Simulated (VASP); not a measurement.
Given:

```
CELL_PARAMETERS angstrom
      2.88000     0.00000     0.00000
      0.00000     2.88000     0.00000
      0.00000     0.00000     2.88000
ATOMIC_POSITIONS crystal
  Ga 0.50000 0.50000 0.50000
  Co 0.00000 0.00000 0.00000
```

The numbers are results of r2SCAN meta-GGA, VASP's PBE PAW potentials (set 64) (plane waves; VASP), not measurements. Numerical set-up: 400 eV cut-off, 11×11×11 Γ-centred mesh, first-order Methfessel-Paxton smearing of 0.10 eV, potentials Ga_d Co.

Energy and stress use the plane-wave basis of the starting cell.

Question: The ions, cell shape and volume are relaxed. Give the cell that the relaxation ends in.

Answer: 
```
CELL_PARAMETERS angstrom
      2.84179     0.00000     0.00000
      0.00000     2.84179     0.00000
      0.00000     0.00000     2.84179
ATOMIC_POSITIONS crystal
  Ga 0.50000 0.50000 0.50000
  Co 0.00000 0.00000 0.00000
```
Space group Pm-3m (221), at a tolerance of 0.03 Å.

Question: How do energy and volume change from the first to the last step?

Answer: The energy (σ→0) changes by -11.8 meV/atom and the volume by -3.9 %, in 3 ionic steps.

```json
[
 {"step": "1", "E(σ→0) (eV)": "-25.0257", "max force (eV/Å)": "0.000", "pressure (GPa)": "-7.55", "volume (Å³)": "23.89"},
 {"step": "2", "E(σ→0) (eV)": "-25.0222", "max force (eV/Å)": "0.000", "pressure (GPa)": "9.25", "volume (Å³)": "21.99"},
 {"step": "3", "E(σ→0) (eV)": "-25.0493", "max force (eV/Å)": "0.000", "pressure (GPa)": "-0.06", "volume (Å³)": "22.95"}
]
```

The compound is CoGa in the CsCl type structure. This run relaxes it. Symmetry was kept, so distortions that lower it aren't found. The run is not spin-polarised, so no magnetic state was tried.
